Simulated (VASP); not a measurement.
```yaml
crystal:
  lattice:
    - [3.19197, 0.00000, 0.00000]
    - [-1.59598, 2.76432, 0.00000]
    - [0.00000, 0.00000, 25.05900]
  atoms:
    - { symbol: Hf, position: [0.66667, 0.33333, 0.44689] }
    - { symbol: Hf, position: [0.33333, 0.66667, 0.35337] }
    - { symbol: Hf, position: [0.66667, 0.33333, 0.64663] }
    - { symbol: Hf, position: [0.33333, 0.66667, 0.55311] }
```

The numbers are results of r2SCAN meta-GGA, VASP's PBE PAW potentials (set 64) (plane waves; VASP), not measurements. Numerical set-up: PREC = Normal, 400 eV cut-off, 10×10×1 Γ-centred mesh, first-order Methfessel-Paxton smearing of 0.10 eV, potentials Hf_pv.

Unless said otherwise, spin-orbit coupling is left out, though it shifts the bands of the heavy elements here.

### Question
Predict the energy per atom (σ→0), band gap (on the k-mesh) with the smallest direct gap where there is one.

### Answer

| Quantity | Value |
|---|---|
| band gap (on the k-mesh) | none (metal, semimetal or under 0.01 eV) |
| energy per atom (σ→0) | -44.621 eV/atom |

The cell is a thin slab with vacuum, built from Hf (hcp): (001) face.
